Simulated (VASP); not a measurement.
Consider the following.

```xyz
1
Lattice="0.0000 2.5344 2.5344 2.5344 0.0000 2.5344 2.5344 2.5344 0.0000" Properties=species:S:1:pos:R:3 pbc="T T T"
Pb     0.0000     0.0000     0.0000
```

Calculation: PBE GGA with D3 dispersion (zero damping), VASP's PBE PAW potentials (set 64) (plane waves; VASP). Run with 520 eV cut-off, 13×13×13 Γ-centred mesh, first-order Methfessel-Paxton smearing of 0.10 eV, potentials Pb_d.

Problem. Give the stress tensor in GPa (positive for a compressed cell).

Solution. 
```
-2.05   0.00   0.00
 0.00  -2.05   0.00
 0.00   0.00  -2.05
```
The pressure is its mean diagonal, -2.05 GPa.

The compound is Pb in the fcc structure. This cell is one point of a volume scan, at 1.06 of the reference volume.
